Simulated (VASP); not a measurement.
Here is a VASP 6.6.1 calculation.

The input INCAR:

```
PREC = Accurate ; ENCUT = 520
EDIFF = 1E-7 ; ISMEAR = 0
SIGMA = 1.0 ; LREAL = F
LASPH = T ; NELM = 60
ALGO = Fast ; ISIF = 3
LWAVE = F ; LCHARG = F
GGA = PE ; IBRION = 2
NSW = 80 ; EDIFFG = -0.002
KPAR = 4
```

File KPOINTS:

```
regular mesh
0
Gamma
  18 18 18
```

File POSCAR:

```
Si2W                                    
1.0
   -1.6143786642      1.6143786642      3.9567521333
    1.6143786642     -1.6143786642      3.9567521333
    1.6143786642      1.6143786642     -3.9567521333
  Si              W             
     2     1
Direct
     0.3337722836440688    0.3337722836440688    0.0000000000000000
     0.6662277163559311    0.6662277163559311    0.0000000000000000
     0.0000000000000000    0.0000000000000000    0.0000000000000000
```

Potentials or basis: VASP PAW PBE potentials, release 64 (Si, W_sv).

Command:

```sh
$ cat potpaw_PBE.64/Si/POTCAR potpaw_PBE.64/W_sv/POTCAR > POTCAR
$ mpirun -np 4 vasp_std > vasp.out
```

(1) What does it give for the band gap on the k mesh?

Answers

(1) none (metal or under the smearing width).

Caveat: the relaxation stopped at its first step, so nothing moved.
